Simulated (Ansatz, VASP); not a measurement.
Two plane-wave programs on BeZnSe2

INCAR

```
PREC     = Accurate       # precision mode
ENCUT    = 600            # plane-wave cutoff, eV
EDIFF    = 1E-6           # SCF threshold, eV
ISMEAR   = 0              # smearing method
SIGMA    = 0.1            # smearing width, eV
LREAL    = False          # projectors in reciprocal space
LASPH    = True           # aspherical terms in the spheres
NELM     = 60             # most SCF steps
ALGO     = Normal         # electronic algorithm
ISIF     = 3              # what is computed and relaxed
LWAVE    = False          # write WAVECAR
LCHARG   = False          # write CHGCAR
GGA      = PE             # functional
IBRION   = 2              # ionic algorithm
NSW      = 90             # ionic steps
EDIFFG   = -0.04          # ionic threshold
```

Contents of KPOINTS:

```
regular mesh
0
Gamma
  6 6 4
```

The input POSCAR:

```
BeZnSe2
1.0
    3.9817068800      0.0000000000      0.0000000000
   -1.9908534400      3.4482593100      0.0000000000
    0.0000000000      0.0000000000      6.1344495700
Be Zn Se
1 1 2
Direct
    0.3333333300      0.6666666700      0.0000000000
    0.6666666700      0.3333333300      0.5000000000
    0.6666666700      0.3333333300      0.0000000000
    0.0000000000      0.0000000000      0.0000000000
```

Input for Ansatz:

```yaml
crystal:
  lattice:
    - [3.98170688, 0.0, 0.0]
    - [-1.99085344, 3.44825931, 0.0]
    - [0.0, 0.0, 6.13444957]
  atoms:
    - { symbol: Be, position: [0.33333333, 0.66666667, 0.0] }
    - { symbol: Zn, position: [0.66666667, 0.33333333, 0.5] }
    - { symbol: Se, position: [0.66666667, 0.33333333, 0.0] }
    - { symbol: Se, position: [0.0, 0.0, 0.0] }
basis:
  ecutwfc: 420
kpoints:
  mp_grid: { grid: [6, 6, 4] }
hamiltonian:
  xc: pbe
scf:
  occupations: { method: gaussian, width: 0.1 }
  lower_state_search: "off"
output:
  forces: true
  stress: true
  eigenvalues: true
relax:
  adjacent_minimum: "off"
  f_tol: 0.04
  max_steps: 70
  cell: { stress_tol: 0.4 }
```

Alike in both runs: task relaxation of cell and atoms; functional PBE; k mesh 6 × 6 × 4; occupations gaussian, width 0.1 eV; no spin polarisation.

|  | VASP | Ansatz |
| --- | --- | --- |
| version | VASP 6.6.1 | Ansatz 0.2.0 |
| potentials or method | VASP PAW PBE potentials, release 64 (Be, Zn, Se) | scalar-relativistic, plane waves, PAW |
| plane-wave cutoff (eV) | 600 | 420 |
| valence electrons in the cell | 26 | 46 |

VASP gave:

| Quantity | Value |
| --- | --- |
| gap on the k mesh at the Fermi level, each at its own relaxed structure (eV) | none |
| relaxed volume (Å³/atom) | 25.90 |
| relaxed cell length with the largest relative difference (Å) | 4.655 |
| energy change over the relaxation (meV/atom) | -692 |

Problem. Which values does Ansatz return?

Solution. gap on the k mesh at the Fermi level, each at its own relaxed structure (eV): none; relaxed volume (Å³/atom): 25.97; relaxed cell length with the largest relative difference (Å): 4.660; energy change over the relaxation (meV/atom): -685.

A gap of «none» marks a metal or a gap that the smearing closes. The two sets of potentials don't hold the same shells in valence.

Caveats: the volume moved by over 15 % at a fixed basis, so the end points are rough (VASP).
